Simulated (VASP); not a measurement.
Data:

```
AsB
1.0
    0.00000     2.39000     2.39000
    2.39000     0.00000     2.39000
    2.39000     2.39000     0.00000
B As
1 1
Direct
  0.00000   0.00000   0.00000
  0.25000   0.25000   0.25000
```

These are PBE GGA, VASP's PBE PAW potentials (set 64) (plane waves; VASP) values and carry that method's errors. Numerical set-up: 520 eV cut-off, 9×9×9 Monkhorst-Pack mesh, Gaussian smearing of 0.050 eV, potentials B As.

**Question.** What does the run give for the energy per atom (σ→0), pressure?

**Answer.** 
- energy per atom (σ→0) = -5.703 eV/atom
- pressure = 3.15 GPa

The compound is BAs in the zinc blende structure. The cell was not relaxed at this level. The run is one of a series of settings (KPOINTS 9×9×9 Monkhorst-Pack mesh against the base run), some of them coarse on purpose.
